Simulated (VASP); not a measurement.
The system is SrTiO3.

```
Sr Ti O
1.0
     3.90291    0.00000    0.00000
     0.00000    3.90291    0.00000
     0.00000    0.00000    3.90291
Sr Ti O
1 1 3
Direct
  0.00000 0.00000 0.00000
  0.50000 0.50000 0.50000
  0.50000 0.50000 0.00000
  0.00000 0.50000 0.50000
  0.50000 0.00000 0.50000
```

The cell was built by a generator and needn't be a form met in nature.

Base run:

* Program: VASP 6.6.1
* Functional: PBE
* Potentials or basis: VASP PAW PBE potentials, release 64 (Sr_sv, Ti_sv, O)
* Cutoff: 520 eV
* k mesh: 8 × 8 × 8
* Occupations: gaussian, width 0.02 eV
* Spin: no spin polarisation

Its results: band gap on the k mesh 1.86 eV, indirect (least direct gap 2.21 eV); pressure 5.2 GPa.

Problem. The run is repeated on the same cell with these changes: functional from PBE to r2SCAN; dispersion from none to rVV10. What comes out?

Solution. Band gap on the k mesh 2.27 eV, indirect (least direct gap 2.66 eV); pressure 0.2 GPa.

Several settings changed at once, so the effect can't be laid on one alone.

Caveats: the PAW data sets were made with another functional, which shifts forces and pressure a little (some runs).
